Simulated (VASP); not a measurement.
Here is the system:

```yaml
crystal:
  lattice:
    - [0.00000, 2.23840, 2.23840]
    - [2.23840, 0.00000, 2.23840]
    - [2.23840, 2.23840, 0.00000]
  atoms:
    - { symbol: Nb, position: [0.00000, 0.00000, 0.00000] }
    - { symbol: N, position: [0.50000, 0.50000, 0.50000] }
```

Level of theory: revPBE GGA, VASP's PBE PAW potentials (set 64) (plane waves; VASP 6.6.1). Numerical set-up: 520 eV cut-off, 14×14×14 Γ-centred mesh, first-order Methfessel-Paxton smearing of 0.10 eV, potentials Nb_sv N.

The job: NbN (rock salt), 2 atoms, revPBE, static run, 520 eV, 14×14×14 Γ-centred mesh. Roughly how much core time does it take on a busy server core?

About 70 core-seconds (one run on a shared machine, a rough figure). It had 104 irreducible k-points, 13 bands, up to 620 plane waves and 16 electronic steps.

The compound is NbN in the rock salt structure, the cubic δ form, which competes with hexagonal ones. This cell is one point of a volume scan, at 1.03 of the reference volume.
